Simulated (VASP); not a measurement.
# BBrCl₂, self-consistent run: which settings are enough?

BBrCl₂, molecule in box, 4 atoms in the cell. PBE; PAW potentials Cl, B, Br (PBE set). VASP 6.6.1. The cell is changed on purpose: last atom moved by 0.08 Å along z.

Wanted: energy within 2 meV/atom; forces within 0.01 eV/Å.

What the run is for: forces; Accuracy asked: standard.

POSCAR:
```
BBrCl2
1.0
   11.0000000000      0.0000000000      0.0000000000
    0.0000000000     12.0000000000      0.0000000000
    0.0000000000      0.0000000000     12.0000000000
Cl B Br
2 1 1
Direct
    0.5734636400      0.5859208300      0.6152666700
    0.5609363600      0.3904875000      0.4589000000
    0.5239272700      0.5272458300      0.4912083300
    0.4289000000      0.6130125000      0.3970666700
```

The series start from Plane-wave cutoff (eV): 420; Precision mode (PREC): Accurate; Electronic threshold (eV): 1e-6; Bands in all (NBANDS): 24; Aspherical gradient terms in the spheres (LASPH): yes; Projection operators (LREAL): Auto, ROPT -0.00025; Electronic algorithm: ALGO=Normal; Density mixing: defaults; Support grid and gradient cutoff: ADDGRID=False GGA_COMPAT=False. Each series keeps the choices made before it, and each single choice may use up half of a tolerance.

## Plane-wave cutoff (eV)

| Plane-wave cutoff (eV) | Energy less reference (meV/atom) | Forces, largest deviation (eV/Å) | SCF iterations | Time (s) |
|---|---|---|---|---|
| 320 | 2.7 | 0.013 | 25 | 66 |
| 370 | 1.1 | 0.010 | 25 | 84 |
| 420 | 0.8 | 0.009 | 25 | 94 |
| 480 | 0.7 | 0.005 | 25 | 137 |
| 580 (reference) | 0.0 | 0.000 | 25 | 216 |

Chosen: 480, the loosest value from which every tighter one stays within half of the tolerance.

## Precision mode (PREC)

| Precision mode (PREC) | Energy less reference (meV/atom) | Forces, largest deviation (eV/Å) | SCF iterations | Time (s) |
|---|---|---|---|---|
| SingleN | 0.4 | 0.015 | 25 | 32 |
| Normal | 0.0 | 0.003 | 25 | 59 |
| Single | 0.1 | 0.003 | 25 | 92 |
| Accurate (reference) | 0.0 | 0.000 | 25 | 137 |

Chosen: Normal.

## Electronic threshold (eV)

| Electronic threshold (eV) | Energy less reference (meV/atom) | Forces, largest deviation (eV/Å) | SCF iterations | Time (s) |
|---|---|---|---|---|
| 0.001 | 1.0 | 0.017 | 12 | 22 |
| 0.0001 | 0.0 | 0.000 | 21 | 39 |
| 1e-5 | 0.0 | 0.000 | 23 | 41 |
| 1e-6 | 0.0 | 0.000 | 25 | 59 |
| 1e-7 | 0.0 | 0.000 | 28 | 62 |
| 1e-8 (reference) | 0.0 | 0.000 | 30 | 76 |

Chosen: 0.0001.

## Bands in all (NBANDS)

| Bands in all (NBANDS) | Energy less reference (meV/atom) | Forces, largest deviation (eV/Å) | SCF iterations | Time (s) |
|---|---|---|---|---|
| 13 | 0.0 | 0.001 | 21 | 39 |
| 14 | 0.0 | 0.000 | 20 | 31 |
| 16 | 0.0 | 0.000 | 20 | 39 |
| 18 | 0.0 | 0.000 | 20 | 37 |
| 24 | 0.0 | 0.000 | 21 | 39 |
| 36 (reference) | 0.0 | 0.000 | 21 | 51 |

Chosen: 13.

## Aspherical gradient terms in the spheres (LASPH)

| Aspherical gradient terms in the spheres (LASPH) | Energy less reference (meV/atom) | Forces, largest deviation (eV/Å) | SCF iterations | Time (s) |
|---|---|---|---|---|
| no | 2.7 | 0.004 | 21 | 35 |
| yes (reference) | 0.0 | 0.000 | 21 | 39 |

Chosen: yes; the one before it in the list is off by more than half of the tolerance.

## Projection operators (LREAL)

| Projection operators (LREAL) | Energy less reference (meV/atom) | Forces, largest deviation (eV/Å) | SCF iterations | Time (s) |
|---|---|---|---|---|
| Auto, ROPT -0.005 | 0.0 | 0.166 | 21 | 38 |
| Auto, ROPT -0.002 | -1.0 | 0.135 | 21 | 40 |
| Auto, ROPT -0.001 | -0.8 | 0.028 | 21 | 36 |
| Auto, ROPT -0.0005 | -0.3 | 0.008 | 21 | 40 |
| Auto, ROPT -0.00025 | -0.2 | 0.002 | 21 | 39 |
| Auto, ROPT -0.0001 | -0.3 | 0.001 | 21 | 40 |
| False (reference) | 0.0 | 0.000 | 21 | 45 |

Chosen: Auto, ROPT -0.00025.

## Electronic algorithm

| Electronic algorithm | Energy less reference (meV/atom) | Forces, largest deviation (eV/Å) | SCF iterations | Time (s) |
|---|---|---|---|---|
| ALGO=Normal | 0.0 | 0.000 | 21 | 39 |
| ALGO=Fast | 0.0 | 0.004 | 21 | 43 |
| ALGO=VeryFast | no result | no result | 120 | 260 |
| ALGO=All ISEARCH=1 | 0.0 | 0.004 | 16 | 37 |
| ALGO=All ISEARCH=0 | 0.0 | 0.004 | 16 | 38 |
| ALGO=Damped TIME=0.4 | 0.0 | 0.004 | 28 | 45 |
| ALGO=Damped TIME=0.1 | 0.0 | 0.016 | 46 | 73 |
| ALGO=Old Fast | 0.0 | 0.002 | 20 | 37 |

Chosen: ALGO=Normal; no other choice that stays within half of the tolerance saves 30 % of the time.

## All choices together

| Input | Energy less reference (meV/atom) | Forces, largest deviation (eV/Å) | Time (s) |
|---|---|---|---|
| the program's defaults (naive) | 7.4 | 0.010 | 17 |
| chosen settings | 0.3 | 0.006 | 39 |
| reference settings throughout | 0.0 | 0.000 | 279 |

The tolerance is met.

## The input

INCAR:
```
SYSTEM = BBrCl2
ADDGRID = .False.
ALGO = Normal
EDIFF = 1E-4
EFERMI = MIDGAP
ENCUT = 480
GGA = PE
GGA_COMPAT = .False.
ISIF = 0
ISMEAR = 0
LASPH = .True.
LCHARG = .False.
LREAL = Auto
LWAVE = .False.
NBANDS = 13
NELM = 120
NELMDL = -8
PREC = Normal
ROPT = -0.00025 -0.00025 -0.00025
SIGMA = 0.03
```

KPOINTS:
```
k-points
0
Gamma
  1 1 1
```

Commands:
```
cat potpaw_PBE.64/Cl/POTCAR potpaw_PBE.64/B/POTCAR potpaw_PBE.64/Br/POTCAR > POTCAR
mpirun -np 1 vasp_gam > vasp.out
```

The chosen input took VASP 6.6.1 39 s on 1 core (Intel Xeon Platinum 8488C (Sapphire Rapids)), a shared host.
